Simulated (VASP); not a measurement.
Method: PBEsol GGA, VASP's PBE PAW potentials (set 64) (plane waves; VASP).

A VASP calculation is set up with these files.

File POSCAR:
```
CuI
1
    0.0000000000     3.0312817246     3.0312817246
    3.0312817246     0.0000000000     3.0312817246
    3.0312817246     3.0312817246     0.0000000000
Cu I
1 1
Direct
  0.0000000000   0.0000000000   0.0000000000
  0.2500000000   0.2500000000   0.2500000000
```

### INCAR
```
ALGO = Normal
EDIFF = 1E-7
ENCUT = 520
GGA = PS
ISIF = 2
ISMEAR = 0
LASPH = .TRUE.
LCHARG = .FALSE.
LMAXMIX = 4
LREAL = .FALSE.
LWAVE = .FALSE.
NELM = 100
PREC = Accurate
SIGMA = 0.05
SYSTEM = CuI
```

KPOINTS:
```
Automatic mesh
0
Gamma
8 8 8
0 0 0
```

POTCAR, in this order: Cu I (PBE.64 set). Program: vasp_std.

Output

**OSZICAR**
```
       N       E                     dE             d eps       ncg     rms          rms(c)
DAV:   1     0.107258827359E+03    0.10726E+03   -0.78842E+03   754   0.143E+03
DAV:   2     0.189342475831E+01   -0.10537E+03   -0.98768E+02   769   0.265E+02
DAV:   3    -0.630027213870E+01   -0.81937E+01   -0.78616E+01  1040   0.845E+01
DAV:   4    -0.657951726754E+01   -0.27925E+00   -0.27907E+00   881   0.137E+01
DAV:   5    -0.659183839932E+01   -0.12321E-01   -0.12320E-01  1120   0.323E+00    0.577E+00
DAV:   6    -0.650693634137E+01    0.84902E-01   -0.49714E+00   793   0.632E+01    0.378E+00
DAV:   7    -0.629620301376E+01    0.21073E+00   -0.10729E+00   829   0.384E+01    0.166E+00
DAV:   8    -0.629967636401E+01   -0.34734E-02   -0.87219E-02  1084   0.591E+00    0.623E-01
DAV:   9    -0.629468022599E+01    0.49961E-02   -0.21850E-02   965   0.448E+00    0.237E-01
DAV:  10    -0.629476674677E+01   -0.86521E-04   -0.78438E-04   889   0.246E-01    0.198E-01
DAV:  11    -0.629465457336E+01    0.11217E-03   -0.57753E-04  1076   0.783E-01    0.455E-02
DAV:  12    -0.629466930975E+01   -0.14736E-04   -0.13345E-04  1196   0.136E-01    0.502E-02
DAV:  13    -0.629467097440E+01   -0.16647E-05   -0.32906E-06  1171   0.323E-02    0.241E-02
DAV:  14    -0.629467203746E+01   -0.10631E-05   -0.14905E-06   837   0.111E-02    0.284E-02
DAV:  15    -0.629467009906E+01    0.19384E-05   -0.27413E-06  1009   0.539E-02    0.758E-03
DAV:  16    -0.629466978963E+01    0.30943E-06   -0.91425E-07  1151   0.236E-02    0.154E-03
DAV:  17    -0.629466978219E+01    0.74397E-08   -0.51427E-08   427   0.549E-03
   1 F= -.62946698E+01 E0= -.62946698E+01  d E =-.550358E-17
```

File OUTCAR:
```
------------------------ aborting loop because EDIFF is reached ----------------------------------------
  FORCE on cell =-STRESS in cart. coord.  units (eV):
  Direction    XX          YY          ZZ          XY          YZ          ZX
  --------------------------------------------------------------------------------------
  Total       -0.8688616     -0.8688616     -0.8688616      0.0000000      0.0000000      0.0000000
  in kB      -24.9891976    -24.9891976    -24.9891976      0.0000000      0.0000000      0.0000000
  external PRESSURE =     -24.9891976 kB  Pullay stress =       0.0000000 kB
  volume of cell :       55.71
      direct lattice vectors                 reciprocal lattice vectors
     0.000000000  3.031281725  3.031281725    -0.164946727  0.164946727  0.164946727
     3.031281725  0.000000000  3.031281725     0.164946727 -0.164946727  0.164946727
     3.031281725  3.031281725  0.000000000     0.164946727  0.164946727 -0.164946727
  FREE ENERGIE OF THE ION-ELECTRON SYSTEM (eV)
  ---------------------------------------------------
  free  energy   TOTEN  =        -6.2946697822 eV

  energy  without entropy=       -6.2946697822  energy(sigma->0) =       -6.29466978
```
(Selected blocks of OUTCAR.)

The compound is CuI in the zinc blende structure. This cell is one point of a volume scan, at 1.06 of the reference volume.
